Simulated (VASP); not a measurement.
# Mg3Mn (Pm-3m) in VASP: single point with PBEsol

Aim: the single point of Mg3Mn with PBEsol.

Program: VASP 6.6.1. These are calculated values, not measurements. Logs are shortened: lines on timing, memory, paths and dates and some standing lists are left out, and cuts for length are marked.

### Step 1. The structure

It takes space group Pm-3m (No. 221, cubic). Conventional cell: a = 4.298 Å, b = 4.298 Å, c = 4.298 Å, α = 90.00°, β = 90.00°, γ = 90.00°. Mg (site symmetry 4/mmm) has 8 Mg at 3.04 Å and 4 Mn at 3.04 Å as nearest neighbours. Mn (site symmetry m-3m) has 12 Mg at 3.04 Å as nearest neighbours.

The cell comes from a database or a generator and needn't be the stable form of this composition.

### Step 2. Single point, PBEsol, collinear spin, typed start

INCAR reads:

```
SYSTEM = Mg3Mn
ALGO = Normal
EDIFF = 1E-6
ENCUT = 520
GGA = PS
ISIF = 2
ISMEAR = -1
ISPIN = 2
LASPH = .True.
LCHARG = .False.
LMAXMIX = 4
LORBIT = 11
LREAL = .False.
LWAVE = .False.
MAGMOM = 0 0 0 4
NBANDS = 22
NELM = 150
PREC = Accurate
SIGMA = 0.1
```

KPOINTS reads:

```
k-points
0
Gamma
  6 6 6
  0 0 0
```

POSCAR reads:

```
Mg3Mn
1.0
    4.2975710000      0.0000000000      0.0000000000
    0.0000000000      4.2975710000      0.0000000000
    0.0000000000      0.0000000000      4.2975710000
Mg Mn
3 1
Direct
    0.5000000000      0.5000000000      0.0000000000
    0.5000000000      0.0000000000      0.5000000000
    0.0000000000      0.5000000000      0.5000000000
    0.0000000000      0.0000000000      0.0000000000
```

Potentials or basis: VASP PAW PBE potentials, release 64 (Mg, Mn_pv).

Run with:

```bash
> cat potpaw_PBE.64/Mg/POTCAR potpaw_PBE.64/Mn_pv/POTCAR > POTCAR
> mpirun -np 1 vasp_std > vasp.out
```

OUTCAR:

```text
SYSTEM = Mg3Mn
   EDIFF = 1E-6
   ENCUT = 520
   GGA = PS
   ISIF = 2
   ISMEAR = -1
   ISPIN = 2
   LASPH = .True.
   LORBIT = 11
   LREAL = .False.
   NELM = 150
   PREC = Accurate

 ion  position               nearest neighbor table
   1  0.500  0.500  0.000-   2 3.04   3 3.04   4 3.04   2 3.04   3 3.04   2 3.04   4 3.04   2 3.04
                             3 3.04   4 3.04   3 3.04   4 3.04
   2  0.500  0.000  0.500-   1 3.04   3 3.04   4 3.04   1 3.04   4 3.04   1 3.04   3 3.04   1 3.04
                             3 3.04   4 3.04   4 3.04   3 3.04
   3  0.000  0.500  0.500-   1 3.04   2 3.04   4 3.04   1 3.04   4 3.04   2 3.04   4 3.04   4 3.04
                             1 3.04   2 3.04   1 3.04   2 3.04
   4  0.000  0.000  0.000-   1 3.04   2 3.04   3 3.04   2 3.04   3 3.04   1 3.04   3 3.04   3 3.04
                             1 3.04   2 3.04   2 3.04   1 3.04

  LATTYP: Found a simple cubic cell.
 ALAT       =     4.2975710000

  Lattice vectors:

 A1 = (   4.2975710000,   0.0000000000,   0.0000000000)
 A2 = (   0.0000000000,   4.2975710000,   0.0000000000)
 A3 = (   0.0000000000,   0.0000000000,   4.2975710000)

Analysis of symmetry for initial positions (statically):
=====================================================================
 Subroutine PRICEL returns:
 Original cell was already a primitive cell.

 Routine SETGRP: Setting up the symmetry group for a
 simple cubic supercell.

 Subroutine GETGRP returns: Found 48 space group operations
 (whereof 48 operations were pure point group operations)
 out of a pool of 48 trial point group operations.

The static configuration has the point symmetry O_h .

Analysis of symmetry for dynamics (positions and initial velocities):
=====================================================================
 Subroutine PRICEL returns:
 Original cell was already a primitive cell.

 Routine SETGRP: Setting up the symmetry group for a
 simple cubic supercell.

 Subroutine GETGRP returns: Found 48 space group operations
 (whereof 48 operations were pure point group operations)
 out of a pool of 48 trial point group operations.

The dynamic configuration has the point symmetry O_h .

Analysis of structural, dynamic, and magnetic symmetry:
=====================================================================
 Subroutine PRICEL returns:
 Original cell was already a primitive cell.

 Routine SETGRP: Setting up the symmetry group for a
 simple cubic supercell.

 Subroutine GETGRP returns: Found 48 space group operations
 (whereof 48 operations were pure point group operations)
 out of a pool of 48 trial point group operations.

The overall configuration has the point symmetry O_h .

 Subroutine INISYM returns: Found 48 space group operations
 (whereof 48 operations are pure point group operations),
 and found     1 'primitive' translations

----------------------------------------------------------------------------------------

                                     Primitive cell

  volume of cell :      79.3723

  direct lattice vectors                    reciprocal lattice vectors
     4.297571000  0.000000000  0.000000000     0.232689582  0.000000000  0.000000000
     0.000000000  4.297571000  0.000000000     0.000000000  0.232689582  0.000000000
     0.000000000  0.000000000  4.297571000     0.000000000  0.000000000  0.232689582

  length of vectors
     4.297571000  4.297571000  4.297571000     0.232689582  0.232689582  0.232689582

  position of ions in fractional coordinates (direct lattice)
     0.500000000  0.500000000  0.000000000
     0.500000000  0.000000000  0.500000000
     0.000000000  0.500000000  0.500000000
     0.000000000  0.000000000  0.000000000

  ion indices of the primitive-cell ions
   primitive index   ion index
                 1           1
                 2           2
                 3           3
                 4           4

----------------------------------------------------------------------------------------

 KPOINTS: k-points

Automatic generation of k-mesh.
 Grid dimensions read from file:
 generate k-points for:    6    6    6

 Generating k-lattice:

  Cartesian coordinates                     Fractional coordinates (reciprocal lattice)
     0.038781597  0.000000000  0.000000000     0.166666667  0.000000000  0.000000000
     0.000000000  0.038781597  0.000000000     0.000000000  0.166666667  0.000000000
     0.000000000  0.000000000  0.038781597     0.000000000  0.000000000  0.166666667

  Length of vectors
     0.038781597  0.038781597  0.038781597

  Shift w.r.t. Gamma in fractional coordinates (k-lattice)
     0.000000000  0.000000000  0.000000000

 Subroutine IBZKPT returns following result:
 ===========================================

 Found     20 irreducible k-points:

 Following reciprocal coordinates:
            Coordinates               Weight
  0.000000  0.000000  0.000000      1.000000
  0.166667  0.000000  0.000000      6.000000
  0.333333  0.000000  0.000000      6.000000
  0.500000  0.000000  0.000000      3.000000
  0.166667  0.166667  0.000000     12.000000
  0.333333  0.166667  0.000000     24.000000
[... 12 lines left out ...]
  0.500000  0.500000  0.333333      6.000000
  0.500000  0.500000  0.500000      1.000000
   k-points           NKPTS =     20   k-points in BZ     NKDIM =     20   number of bands    NBANDS=     22
   number of dos      NEDOS =    301   number of ions     NIONS =      4
   total plane-waves  NPLWV =  32768
   dimension x,y,z NGX =    32 NGY =   32 NGZ =   32
   dimension x,y,z NGXF=    64 NGYF=   64 NGZF=   64
   ions per type =               3   1
   NGX,Y,Z   is equivalent  to a cutoff of  12.38, 12.38, 12.38 a.u.
   NGXF,Y,Z  is equivalent  to a cutoff of  24.76, 24.76, 24.76 a.u.
 SYSTEM =  Mg3Mn
   PREC   = accura    normal or accurate (medium, high low for compatibility)
   ISTART =      0    job   : 0-new  1-cont  2-samecut
   ICHARG =      2    charge: 1-file 2-atom 10-const
   ISPIN  =      2    spin polarized calculation?
   LNONCOLLINEAR =      F non collinear calculations
   LSORBIT =      F    spin-orbit coupling
   LASPH  =      T    aspherical Exc in radial PAW
   ENCUT  =  520.0 eV  38.22 Ry    6.18 a.u.   7.99  7.99  7.99*2*pi/ulx,y,z
   NELM   =    150;   NELMIN=  2; NELMDL= -5     # of ELM steps
   EDIFF  = 0.1E-05   stopping-criterion for ELM
   LREAL  =      F    real-space projection
   EDIFFG = 0.1E-04   stopping-criterion for IOM
   NSW    =      0    number of steps for IOM
   IBRION =     -1    ionic relax: 0-MD 1-quasi-New 2-CG
   NFREE  =      0    steps in history (QN), initial steepest desc. (CG)
   ISIF   =      2    stress and relaxation
   ISYM   =      2    0-nonsym 1-usesym 2-fastsym
   POTIM  = 0.5000    time-step for ionic-motion
   TEBEG  =    0.0;   TEEND  =   0.0 temperature during run
   PSTRESS=    0.0 pullay stress
   NELECT =      19.0000    total number of electrons
   NUPDOWN=      -1.0000    fix difference up-down
   EMIN   =  10.00;   EMAX   =-10.00  energy-range for DOS
   EFERMI =   0.00;   METHOD = LEGACY
   ISMEAR =    -1;   SIGMA  =   0.10  broadening in eV -4-tet -1-fermi 0-gaus
   EFERMI_NEDOS =   21; number of points for ismear=-14 and -15
   IALGO  =     38    algorithm
   IMIX   =      4    mixing-type and parameters
     AMIX     =   0.40;   BMIX     =  1.00
     AMIX_MAG =   1.60;   BMIX_MAG =  1.00
  volume/ion in A,a.u.               =      19.84       133.91
  Fermi-wavevector in a.u.,A,eV,Ry     =   1.016490  1.920887 14.058237  1.033251
  Thomas-Fermi vector in A             =   2.149836
   LORBIT       =     11    0 simple, 1 ext, 2 COOP (PROOUT), +10 PAW based schemes
   GGA     = PS    functional components
   LHFCALC =     F    Hartree Fock is set to
   AEXX    =    0.0000 exact exchange contribution
   IVDW    =     0    specifies the selected vdW correction
   LEPSILON=     F    determine dielectric tensor
   LRPA    =     F    only Hartree local field effects (RPA)
 spin polarized calculation
  energy-cutoff  :      520.00
  volume of cell :       79.37
 maximum number of plane-waves:      2176
 NGX is ok and might be reduce to    32
   NGX = 15   NGY = 15   NGZ = 15

 number of electron      19.0000035 magnetization       3.5037877

 Free energy of the ion-electron system (eV)
  ---------------------------------------------------
  ext. energy  EPLUGINS =         0.00000000
  ---------------------------------------------------
  free energy    TOTEN  =       -13.91651060 eV

  energy without entropy =      -13.82314710  energy(sigma->0) =      -13.86982885

 E-fermi :   3.5738     XC(G=0):  -9.4214

 val. band max:        3.5699158716   @ k =   0.5000   0.3333   0.3333
 cond. band min:       3.5896034741   @ k =   0.5000   0.1667   0.0000
 fundamental gap:      0.0196876025
 Fermi energy:         3.5738237824

 spin component 1

 k-point     1 :       0.0000    0.0000    0.0000
  band No.  band energies     occupation
      1     -46.0377      1.00000
      2     -46.0377      1.00000
      3     -46.0377      1.00000
      4      -3.6308      1.00000
      5       0.7688      1.00000
      6       0.7688      1.00000
[... 13 lines left out ...]
     20      11.7806      0.00000
     21      11.7806      0.00000

 k-point     2 :       0.1667    0.0000    0.0000
  band No.  band energies     occupation
      1     -46.0378      1.00000
      2     -46.0376      1.00000
      3     -46.0376      1.00000
      4      -3.4002      1.00000
      5       0.6821      1.00000
      6       0.7956      1.00000
[... 13 lines left out ...]
     20      11.7100      0.00000
     21      12.0555      0.00000
[... 390 lines left out ...]
      4       0.1911      1.00000
      5       0.5075      1.00000
      6       0.5075      1.00000
[... 13 lines left out ...]
     20      15.3135      0.00000
     21      15.7581      0.00000

 k-point    20 :       0.5000    0.5000    0.5000
  band No.  band energies     occupation
      1     -46.0380      1.00000
      2     -46.0380      1.00000
      3     -46.0380      1.00000
      4       0.5015      1.00000
      5       0.5015      1.00000
      6       0.5015      1.00000
[... 13 lines left out ...]
     20      16.8773      0.00000
     21      16.8773      0.00000
 Fermi energy:         3.5738237824

 spin component 2

 k-point     1 :       0.0000    0.0000    0.0000
  band No.  band energies     occupation
      1     -42.3393      1.00000
      2     -42.3393      1.00000
      3     -42.3393      1.00000
      4      -3.5397      1.00000
      5       2.9516      0.99802
      6       2.9516      0.99802
[... 13 lines left out ...]
     20      11.7994      0.00000
     21      11.7994      0.00000

 k-point     2 :       0.1667    0.0000    0.0000
  band No.  band energies     occupation
      1     -42.3395      1.00000
      2     -42.3393      1.00000
      3     -42.3393      1.00000
      4      -3.3096      1.00000
      5       1.7696      1.00000
      6       3.0395      0.99524
[... 13 lines left out ...]
     20      11.8689      0.00000
     21      12.1234      0.00000
[... 390 lines left out ...]
      4       0.8099      1.00000
      5       1.2082      1.00000
      6       1.2082      1.00000
[... 13 lines left out ...]
     20      15.4982      0.00000
     21      15.9689      0.00000

 k-point    20 :       0.5000    0.5000    0.5000
  band No.  band energies     occupation
      1     -42.3399      1.00000
      2     -42.3399      1.00000
      3     -42.3399      1.00000
      4       1.7996      1.00000
      5       1.8164      1.00000
      6       1.8164      1.00000
[... 13 lines left out ...]
     20      16.9656      0.00000
     21      16.9656      0.00000
 [bands above 21 left out]

------------------------ aborting loop because EDIFF is reached ----------------------------------------

  FORCE on cell =-STRESS in cart. coord.  units (eV):
  Direction    XX          YY          ZZ          XY          YZ          ZX
  --------------------------------------------------------------------------------------
  -------------------------------------------------------------------------------------
  Total       -0.7755543     -0.7755543     -0.7755543      0.0000000     -0.0000000      0.0000000
  in kB      -15.6550189    -15.6550189    -15.6550189      0.0000000     -0.0000000      0.0000000
  external PRESSURE =     -15.6550189 kB  Pullay stress =       0.0000000 kB

 VOLUME and BASIS-vectors are now :
 -----------------------------------------------------------------------------
  energy-cutoff  :      520.00
  volume of cell :       79.37
      direct lattice vectors                 reciprocal lattice vectors
     4.297571000  0.000000000  0.000000000     0.232689582  0.000000000  0.000000000
     0.000000000  4.297571000  0.000000000     0.000000000  0.232689582  0.000000000
     0.000000000  0.000000000  4.297571000     0.000000000  0.000000000  0.232689582

 POSITION                                       TOTAL-FORCE (eV/Angst)
 -----------------------------------------------------------------------------------
      2.14879      2.14879      0.00000         0.000000      0.000000      0.000000
      2.14879      0.00000      2.14879         0.000000      0.000000      0.000000
      0.00000      2.14879      2.14879         0.000000      0.000000      0.000000
      0.00000      0.00000      0.00000         0.000000      0.000000      0.000000
 -----------------------------------------------------------------------------------
    total drift:                               -0.000000      0.000000      0.000000

  FREE ENERGIE OF THE ION-ELECTRON SYSTEM (eV)
  ---------------------------------------------------
  free  energy   TOTEN  =       -13.9165106012 eV

  energy  without entropy=      -13.8231470956  energy(sigma->0) =      -13.86982885

 total charge

# of ion       s       p       d       tot
------------------------------------------
    1        0.210   0.146   0.016   0.372
    2        0.210   0.146   0.016   0.372
    3        0.210   0.146   0.016   0.372
    4        0.300   6.151   4.977  11.427
--------------------------------------------------
tot          0.930   6.589   5.024  12.544

 magnetization (x)

# of ion       s       p       d       tot
------------------------------------------
    1       -0.016  -0.012  -0.000  -0.028
    2       -0.016  -0.012  -0.000  -0.028
    3       -0.016  -0.012  -0.000  -0.028
    4        0.057   0.022   3.508   3.587
--------------------------------------------------
tot          0.008  -0.013   3.507   3.502
```

Wall time 30 s (1 thread of Intel Xeon Platinum 8559C (Emerald Rapids), shared host); peak memory 0.23 GiB.

Results:

| Item | Value |
| --- | --- |
| Free energy | -13.9165 eV |
| Pressure | -1.6 GPa |
| Band gap on the k mesh | none (metal or under the smearing width) |
| Net moment | 3.50 μB per cell |
| Site moments | Mg -0.03; Mn +3.59 μB |
| Valence electrons inside the program's atomic spheres | Mg 0.37; Mn 11.43 |

Levels at points of the mesh, in eV from the Fermi level:
Spin up:
```tsv
k point	band 7	band 8	band 9	band 10	band 11	band 12	band 13	band 14	band 15	band 16
(0.00, 0.00, 0.00)	-2.28	-2.28	-2.28	0.23	0.23	0.23	1.06	2.99	2.99	8.01
(0.50, 0.00, 0.00)	-2.51	-2.51	-2.25	-2.10	2.09	2.09	2.36	2.84	2.84	4.24
(0.50, 0.50, 0.00)	-3.05	-2.44	-2.44	-2.12	-1.94	-1.32	3.67	4.00	5.07	5.07
(0.50, 0.50, 0.50)	-2.12	-2.12	-1.73	-1.36	-1.36	-1.36	-1.03	0.63	0.63	0.63
```
Spin down:
```
           k point  band 5  band 6  band 7  band 8  band 9  band 10
(0.00, 0.00, 0.00)   -0.62   -0.62    0.29    0.29    0.29     0.75
(0.50, 0.00, 0.00)   -4.98   -0.24   -0.07   -0.07    0.83     1.12
(0.50, 0.50, 0.00)   -3.06   -3.06   -2.92    0.30    0.30     1.00
(0.50, 0.50, 0.50)   -1.76   -1.76   -1.76   -1.29   -1.29    -1.29
```

Caveat: the PAW data sets were made with another functional, which shifts forces and pressure a little.
